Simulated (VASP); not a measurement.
These are TPSS meta-GGA, VASP's PBE PAW potentials (set 64) (plane waves; VASP) values and carry that method's errors.

VASP input:

**INCAR**
```
ALGO=Normal
EDIFF=1E-7
ENCUT=520
ISIF=2
ISMEAR=-5
LASPH=.TRUE.
LCHARG=.FALSE.
LMAXMIX=4
LMIXTAU=.TRUE.
LORBIT=11
LREAL=.FALSE.
LWAVE=.FALSE.
METAGGA=TPSS
NEDOS=601
NELM=100
PREC=Accurate
SYSTEM=CsCl
```

KPOINTS_OPT:
```
k-points along high-symmetry lines
10
Line-mode
Reciprocal
  0.000000   0.000000   0.000000 ! GAMMA
  0.000000   0.500000   0.000000 ! X

  0.000000   0.500000   0.000000 ! X
  0.500000   0.500000   0.000000 ! M

  0.500000   0.500000   0.000000 ! M
  0.000000   0.000000   0.000000 ! GAMMA

  0.000000   0.000000   0.000000 ! GAMMA
  0.500000   0.500000   0.500000 ! R

  0.500000   0.500000   0.500000 ! R
  0.000000   0.500000   0.000000 ! X

  0.500000   0.500000   0.500000 ! R
  0.500000   0.500000   0.000000 ! M
```

POSCAR:
```
CsCl
4.1983740
  1.0000000409   0.0000000000   0.0000000000
  0.0000000000   1.0000000409   0.0000000000
  0.0000000000   0.0000000000   1.0000000409
Cs Cl
1 1
direct
  0.0000000000   0.0000000000   0.0000000000
  0.5000000000   0.5000000000   0.5000000000
```

### KPOINTS
```
K-points
0
Gamma
 7 7 7
0 0 0
```

POTCAR, in this order: Cs_sv Cl (PBE.64 set). Program: vasp_std.

Unless said otherwise, spin-orbit coupling is left out, though it shifts the bands of the heavy elements here.

### Question
Predict the energy per atom (σ→0), band gap (over mesh and band path).

### Answer

```
Item                                                Result
----------------------------------  ----------------------
energy per atom (σ→0)               -965.8 kJ/mol of atoms
band gap (over mesh and band path)                 5.39 eV
```

**OSZICAR**
```
...
DAV:  16    -0.200194856000E+02   -0.27708E-04   -0.21812E-05   552   0.500E-02    0.306E-03
DAV:  17    -0.200194863861E+02   -0.78604E-06   -0.10895E-06   588   0.878E-03    0.267E-03
DAV:  18    -0.200194871471E+02   -0.76100E-06   -0.49703E-07   528   0.676E-03    0.832E-04
DAV:  19    -0.200194872113E+02   -0.64200E-07   -0.13520E-07   384   0.402E-03
   1 F= -.20019487E+02 E0= -.20019487E+02  d E =0.000000E+00
       N       E                     dE             ncg
       N       E                     dE             ncg
       N       E                     dE             ncg
```

The compound is CsCl in the CsCl type structure. It was relaxed first, which changed the volume by +6 %.
